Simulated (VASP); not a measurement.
Input:

```
CELL_PARAMETERS angstrom
      4.37581     0.00000     0.00000
     -2.18791     3.78956     0.00000
      0.00000     0.00000     7.15213
ATOMIC_POSITIONS crystal
  Cd 0.33333 0.66667 0.99992
  Cd 0.66667 0.33333 0.49992
  Se 0.33333 0.66667 0.37508
  Se 0.66667 0.33333 0.87508
```

These are PBE GGA, VASP's PBE PAW potentials (set 64) (plane waves; VASP) values and carry that method's errors. Numerical set-up: 400 eV cut-off, Gaussian smearing of 0.050 eV, potentials Cd Se.

Q: What does the run give for the band gap (along the path) with the smallest direct gap where there is one?

A: 
```yaml
band gap (along the path): 0.54 eV
smallest direct gap (along the path): 0.54 eV
```

Total energies compare only between runs with the same potentials, cut-off and functional.

The structure was generated: CdSe was put into the wurtzite type (P6_3mc), which need not be its known phase. It was relaxed first.
